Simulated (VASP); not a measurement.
Ba2TeS, 4 atoms in the cell. It takes space group R-3m (No. 166, trigonal). Conventional cell: a = 4.563 Å, b = 4.563 Å, c = 23.468 Å, α = 90.00°, β = 90.00°, γ = 120.00°. Around S (site symmetry -3m) lie 6 Ba at 3.18 Å. Te (site symmetry -3m) is surrounded by 6 Ba at 3.39 Å. Ba (site symmetry 3m) has 3 S at 3.18 Å and 3 Te at 3.39 Å as nearest neighbours. The cell was built by a generator and needn't be a form met in nature. The cell isn't the ideal one: biaxial_xy strain -4.0%.

| Quantity | Value |
| --- | --- |
| Program | VASP 6.6.1 |
| Task | single point |
| Functional | r2SCAN |
| Potentials or basis | VASP PAW PBE potentials, release 64 (S, Te, Ba_sv) |
| Cutoff | 520 eV |
| k mesh | 6 × 6 × 6 |
| Occupations | gaussian, width 0.01 eV |
| Spin | no spin polarisation |
| Dipole correction | no |
| Further INCAR settings | ALGO = Normal; EDIFF = 1e-06; NBANDS = 24 |

Potentials or basis: VASP PAW PBE potentials, release 64 (S, Te, Ba_sv).

The run is started by

```sh
$ cat potpaw_PBE.64/S/POTCAR potpaw_PBE.64/Te/POTCAR potpaw_PBE.64/Ba_sv/POTCAR > POTCAR
$ cp INCAR.step1 INCAR
$ mpirun -np 1 vasp_std > vasp.out
$ cp INCAR.step2 INCAR
$ mpirun -np 1 vasp_std > vasp.out
```

Hardware: 1 thread of Intel(R) Xeon(R) Platinum 8488C (Sapphire Rapids), with other jobs on the host.

Problem. How long does it take, and how much memory?

Solution. It took 21 min on 1 thread of Intel(R) Xeon(R) Platinum 8488C (Sapphire Rapids), on a shared host, peak memory 0.69 GiB. Counts: scf iterations 12, k points 32.
